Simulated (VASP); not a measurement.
A convergence study with VASP on V (bcc): one setting is varied, all else stays as given below, so the limit is that of these other settings. The cell's lengths are 1 % over those of the tabulated start, so it is off equilibrium.

```xyz
1
Lattice="-1.5301 1.5301 1.5301 1.5301 -1.5301 1.5301 1.5301 1.5301 -1.5301" Properties=species:S:1:pos:R:3 pbc="T T T"
V      0.0000     0.0000     0.0000
```

Calculation: PBEsol GGA, VASP's PBE PAW potentials (set 64) (plane waves; VASP). The tightest run used: 1000 eV cut-off, 19×19×19 Γ-centred mesh, first-order Methfessel-Paxton smearing of 0.10 eV, potentials V_sv.

The settings run are ENCUT = 150; ENCUT = 200; ENCUT = 250; ENCUT = 300; ENCUT = 350; ENCUT = 400; ENCUT = 450; ENCUT = 500; ENCUT = 550; ENCUT = 600; ENCUT = 650; ENCUT = 700; ENCUT = 750; ENCUT = 800; ENCUT = 850; ENCUT = 1000. From which on does the energy per atom stay within 0.001 eV/atom of the tightest run?

From ENCUT = 400 on: it is off by 0.0005 there and by no more than 0.001 in any finer run, while ENCUT = 350 is off by 0.0050.
```tsv
setting	E (eV/atom)	pressure (GPa)	plane waves	difference judged (eV/atom)
ENCUT = 150	0.4914	-1005.31	68	10.0511
ENCUT = 200	-8.6243	-193.91	101	0.9353
ENCUT = 250	-9.5102	-38.18	140	0.0494
ENCUT = 300	-9.5686	-16.97	178	0.0089
ENCUT = 350	-9.5647	-17.20	236	0.0050
ENCUT = 400	-9.5601	-17.77	268	0.0005
ENCUT = 450	-9.5591	-17.11	325	0.0005
ENCUT = 500	-9.5591	-16.52	374	0.0006
ENCUT = 550	-9.5591	-16.39	435	0.0006
ENCUT = 600	-9.5591	-16.49	488	0.0006
ENCUT = 650	-9.5593	-16.56	559	0.0004
ENCUT = 700	-9.5596	-16.53	618	0.0001
ENCUT = 750	-9.5598	-16.46	682	0.0001
ENCUT = 800	-9.5599	-16.40	746	0.0002
ENCUT = 850	-9.5598	-16.38	821	0.0002
ENCUT = 1000	-9.5597	-16.14	1055	0.0000
```

Left out are rungs that failed or repeat a setting and relaxations that didn't move; long series are thinned to 24 rows.

The compound is V in the bcc structure. The cell was not relaxed at this level. The run is not spin-polarised, so no magnetic state was tried.
